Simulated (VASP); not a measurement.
Calculation: PBEsol GGA, VASP's PBE PAW potentials (set 64) (plane waves; VASP).

The input files of a VASP run:

**KPOINTS**
```
Automatic mesh
0
Gamma
11 11 11
0 0 0
```

INCAR:
```
! general
SYSTEM  = LaSi
PREC    = Accurate
ENCUT   = 400
LREAL   = .False.
LASPH   = .True.

! electronic loop
EDIFF   = 1E-7
NELM    = 100
ALGO    = Normal
LMAXMIX = 6

! smearing
ISMEAR  = -5

! functional
GGA     = PS

! ions
ISIF    = 2

! output
LWAVE   = .False.
LCHARG  = .True.
LORBIT  = 11
NEDOS   = 601
```

POSCAR:
```
LaSi
1
    0.0000000000     3.3362027952     3.3362027952
    3.3362027952     0.0000000000     3.3362027952
    3.3362027952     3.3362027952     0.0000000000
La Si
1 1
Direct
  0.0000000000   0.0000000000   0.0000000000
  0.2500000000   0.2500000000   0.2500000000
```

POTCAR, in this order: La Si (PBE.64 set). Program: vasp_std.

What VASP printed:

File OSZICAR:
```
       N       E                     dE             d eps       ncg     rms          rms(c)
DAV:   1     0.132729680861E+03    0.13273E+03   -0.42785E+03  1232   0.121E+03
DAV:   2     0.796959838859E+00   -0.13193E+03   -0.12952E+03  1920   0.226E+02
DAV:   3    -0.100174796930E+02   -0.10814E+02   -0.10535E+02  1648   0.988E+01
DAV:   4    -0.108151643500E+02   -0.79768E+00   -0.79148E+00  2309   0.246E+01
DAV:   5    -0.108554277074E+02   -0.40263E-01   -0.40146E-01  1864   0.518E+00    0.350E+00
DAV:   6    -0.105470482601E+02    0.30838E+00   -0.54825E-01  1576   0.381E+00    0.215E+00
DAV:   7    -0.104936379125E+02    0.53410E-01   -0.34870E-01  1992   0.340E+00    0.783E-01
DAV:   8    -0.104939100121E+02   -0.27210E-03   -0.72798E-02  2056   0.203E+00    0.209E-01
DAV:   9    -0.104922702126E+02    0.16398E-02   -0.89662E-03  2104   0.693E-01    0.107E-01
DAV:  10    -0.104923572424E+02   -0.87030E-04   -0.19653E-03  2256   0.486E-01    0.558E-02
DAV:  11    -0.104923683138E+02   -0.11071E-04   -0.98703E-05  2120   0.807E-02    0.271E-02
DAV:  12    -0.104923793064E+02   -0.10993E-04   -0.10191E-04  2408   0.903E-02    0.710E-03
DAV:  13    -0.104923818937E+02   -0.25873E-05   -0.95616E-06  2328   0.212E-02    0.654E-03
DAV:  14    -0.104923827747E+02   -0.88092E-06   -0.44598E-06  1720   0.167E-02    0.123E-03
DAV:  15    -0.104923829503E+02   -0.17566E-06   -0.95437E-07  2312   0.759E-03    0.998E-04
DAV:  16    -0.104923830896E+02   -0.13929E-06   -0.73580E-07  1664   0.729E-03    0.657E-04
DAV:  17    -0.104923830545E+02    0.35136E-07   -0.78865E-08  1176   0.460E-03
   1 F= -.10492383E+02 E0= -.10492383E+02  d E =0.000000E+00
```

### OUTCAR
```
------------------------ aborting loop because EDIFF is reached ----------------------------------------
  FORCE on cell =-STRESS in cart. coord.  units (eV):
  Direction    XX          YY          ZZ          XY          YZ          ZX
  --------------------------------------------------------------------------------------
  Total        0.0235356      0.0235356      0.0235356      0.0000000      0.0000000      0.0000000
  in kB        0.5077494      0.5077494      0.5077494      0.0000000      0.0000000      0.0000000
  external PRESSURE =       0.5077494 kB  Pullay stress =       0.0000000 kB
  volume of cell :       74.27
      direct lattice vectors                 reciprocal lattice vectors
     0.000000000  3.336202795  3.336202795    -0.149870985  0.149870985  0.149870985
     3.336202795  0.000000000  3.336202795     0.149870985 -0.149870985  0.149870985
     3.336202795  3.336202795  0.000000000     0.149870985  0.149870985 -0.149870985
 POSITION                                       TOTAL-FORCE (eV/Angst)
 -----------------------------------------------------------------------------------
      0.00000      0.00000      0.00000        -0.000000     -0.000000      0.000000
      1.66810      1.66810      1.66810         0.000000      0.000000     -0.000000
 -----------------------------------------------------------------------------------
    total drift:                                0.000000      0.000000      0.000000
  FREE ENERGIE OF THE ION-ELECTRON SYSTEM (eV)
  ---------------------------------------------------
  free  energy   TOTEN  =       -10.4923830545 eV

  energy  without entropy=      -10.4923830545  energy(sigma->0) =      -10.49238305

 total charge

# of ion       s       p       d       f       tot
--------------------------------------------------
    1        2.059   5.583   0.818   0.119   8.579
    2        0.843   0.858   0.000   0.000   1.701
--------------------------------------------------
tot          2.903   6.440   0.818   0.119  10.280
```
(Selected blocks of OUTCAR.)

For a metal the tetrahedron method with Blöchl corrections gives inexact stress and forces.

The structure was generated: LaSi was put into the zinc blende type (F-43m), which need not be its known phase. It was relaxed first, which changed the volume by -25 %. The electron count is odd and the run is not spin-polarised, which forces a metal.
